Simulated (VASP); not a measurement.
VASP ran on this input.

### POSCAR
```
PtAl2
1
   -0.0000000000     2.9471084780     2.9471084780
    2.9471084780    -0.0000000000     2.9471084780
    2.9471084780     2.9471084780    -0.0000000000
Al Pt
2 1
Direct
  0.2500000000   0.2500000000   0.2500000000
  0.7500000000   0.7500000000   0.7500000000
  0.0000000000   0.0000000000   0.0000000000
```

INCAR:
```
! general
SYSTEM  =PtAl2
PREC    =Accurate
ENCUT   =520
LREAL   =F
LASPH   =T

! electronic loop
EDIFF   =1E-6   ! SCF stop (eV)
NELM    =100   ! most electronic steps
ALGO    =Normal   ! blocked Davidson
LMAXMIX =6

! smearing
ISMEAR  =1   ! Methfessel-Paxton
SIGMA   =0.1   ! width (eV)

! functional
GGA     =MK
LUSE_VDW=T
AGGAC   =0.0
PARAM1  =0.1234568
PARAM2  =0.7114
ZAB_VDW =-1.8867

! ions
IBRION  =2
NSW     =60   ! most ionic steps
ISIF    =3   ! ions, shape and volume
EDIFFG  =-0.02   ! ionic stop

! output
LWAVE   =F
LCHARG  =F
```

**KPOINTS**
```
Automatic mesh
0
Gamma
8 8 8
0 0 0
```

POTCAR, in this order: Al Pt (PBE.64 set). Program: vasp_std.

Question: Write an equivalent input for Quantum ESPRESSO's pw.x.

Answer: One equivalent input (not run):
```
&CONTROL
  calculation = 'vc-relax'
  pseudo_dir = './pseudo'
  outdir = './out'
  tprnfor = .true.
  tstress = .true.
  nstep = 60
  forc_conv_thr = 0.00078
/
&SYSTEM
  ibrav = 0
  nat = 3
  ntyp = 2
  ecutwfc = 84
  occupations = 'smearing'
  smearing = 'methfessel-paxton'
  degauss = 0.00735
  input_dft = 'vdw-df2-b86r'
/
&ELECTRONS
  conv_thr = 7.3e-08
  electron_maxstep = 100
/
&IONS
/
&CELL
/
ATOMIC_SPECIES
  Al 26.982 Al.upf
  Pt 195.084 Pt.upf
CELL_PARAMETERS angstrom
    -0.0000000    2.9471085    2.9471085
     2.9471085   -0.0000000    2.9471085
     2.9471085    2.9471085   -0.0000000
ATOMIC_POSITIONS crystal
  Al   0.2500000  0.2500000  0.2500000
  Al   0.7500000  0.7500000  0.7500000
  Pt   0.0000000  0.0000000  0.0000000
K_POINTS automatic
  8 8 8 0 0 0
```
Limits of the translation: the potentials are each code's own (VASP's PAW set, PseudoDojo norm-conserving files in pw.x), so ENCUT and ecutwfc are chosen apart and not converted; conv_thr bounds pw.x's estimated SCF error, while EDIFF bounds the energy change between steps; forc_conv_thr acts on force components and is met together with etot_conv_thr.

The compound is PtAl2 in the fluorite structure. This run relaxes it. Symmetry was kept, so distortions that lower it aren't found.
